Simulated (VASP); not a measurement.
Level of theory: PBEsol GGA, VASP's PBE PAW potentials (set 64) (plane waves; VASP).

VASP input:

**POSCAR**
```
Ga3InP4
5.549340
 -0.0006954019   0.9999999453   0.9999761469
  0.9999999453  -0.0006954019   0.9999761469
  0.4996522717   0.4996522717   0.0000000000
In P Ga
1 4 3
direct
  0.9993370153   0.9993370153   0.0013259692
  0.1359066394   0.1359066394   0.2281867210
  0.1299979203   0.6094643603   0.2605377193
  0.6094643603   0.1299979203   0.2605377193
  0.6250364186   0.6250364186   0.2499271629
  0.0000724382   0.5003028956   0.9996246663
  0.5003028956   0.0000724382   0.9996246663
  0.4998823122   0.4998823122   0.0002353756
```

INCAR:
```
LREAL = .False.   # projection in real space or not
NEDOS = 601
SYSTEM = Ga3InP4
ENCUT = 400
ISIF = 2   # forces and stress, cell fixed
ISMEAR = -5   # tetrahedra, Bloechl
LCHARG = .True.
LEFG = .True.
LASPH = .True.   # aspherical one-centre terms
LWAVE = .False.
EDIFF = 1E-7
GGA = PS
NELM = 100
PREC = Accurate
ALGO = Normal   # blocked Davidson
LMAXMIX = 4   # l cut-off of mixed one-centre charges
LORBIT = 11   # lm-projected
```

File KPOINTS:
```
Automatic mesh
0
Gamma
4 4 8
0 0 0
```

POTCAR, in this order: In_d P Ga_d (PBE.64 set). Program: vasp_std.

Task: What will the output report for the number of irreducible k-points (NKPTS), number of bands (NBANDS), largest plane-wave count, number of space-group operations, FFT grid (NGX, NGY, NGZ)?

Result: 
```
Quantity                                       Value
--------------------------------------  ------------
number of irreducible k-points (NKPTS)            33
number of bands (NBANDS)                          43
largest plane-wave count                        3129
number of space-group operations                   4
FFT grid (NGX, NGY, NGZ)                54 × 54 × 28
```

The structure was generated: Ga3InP4 was put into an ordered model structure (Amm2), which need not be its known phase. It was relaxed first.
